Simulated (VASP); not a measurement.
Input for VASP

KPOINTS:
```
Automatic mesh
0
Gamma
12 12 12
0 0 0
```

### INCAR
```
SYSTEM = Sn
PREC = Accurate
ENCUT = 520
EDIFF = 1E-6
NELM = 100
ALGO = Normal
LREAL = .FALSE.
LASPH = .TRUE.
ISMEAR = 1
SIGMA = 0.1
GGA = PE
IVDW = 11
LMAXMIX = 4
LWAVE = .FALSE.
LCHARG = .FALSE.
IBRION = 2
ISIF = 3
NSW = 60
EDIFFG = -0.01
```

POSCAR:
```
Sn
1
   -2.9150000000     2.9150000000     1.5900000000
    2.9150000000    -2.9150000000     1.5900000000
    2.9150000000     2.9150000000    -1.5900000000
Sn
2
Direct
  0.2500000000   0.7500000000   0.5000000000
  0.0000000000   0.0000000000   0.0000000000
```

POTCAR, in this order: Sn_d (PBE.64 set). Program: vasp_std.

Translate this PBE-D3 (zero damping) calculation to Quantum ESPRESSO's pw.x.

One equivalent input (not run):
```
&CONTROL
  calculation = 'vc-relax'
  pseudo_dir = './pseudo'
  outdir = './out'
  tprnfor = .true.
  tstress = .true.
  nstep = 60
  forc_conv_thr = 0.00039
/
&SYSTEM
  ibrav = 0
  nat = 2
  ntyp = 1
  ecutwfc = 72
  occupations = 'smearing'
  smearing = 'methfessel-paxton'
  degauss = 0.00735
  input_dft = 'pbe'
  vdw_corr = 'grimme-d3'
  dftd3_version = 3
  dftd3_threebody = .false.
/
&ELECTRONS
  conv_thr = 7.3e-08
  electron_maxstep = 100
/
&IONS
/
&CELL
/
ATOMIC_SPECIES
  Sn 118.710 Sn.upf
CELL_PARAMETERS angstrom
    -2.9150000    2.9150000    1.5900000
     2.9150000   -2.9150000    1.5900000
     2.9150000    2.9150000   -1.5900000
ATOMIC_POSITIONS crystal
  Sn   0.2500000  0.7500000  0.5000000
  Sn   0.0000000  0.0000000  0.0000000
K_POINTS automatic
  12 12 12 0 0 0
```
The two are equivalent in intent, not identical: the potentials are each code's own (VASP's PAW set, PseudoDojo norm-conserving files in pw.x), so ENCUT and ecutwfc are chosen apart and not converted; conv_thr bounds pw.x's estimated SCF error, while EDIFF bounds the energy change between steps; forc_conv_thr acts on force components and is met together with etot_conv_thr.

The compound is Sn in the beta structure. This run relaxes it. Symmetry was kept, so distortions that lower it aren't found.
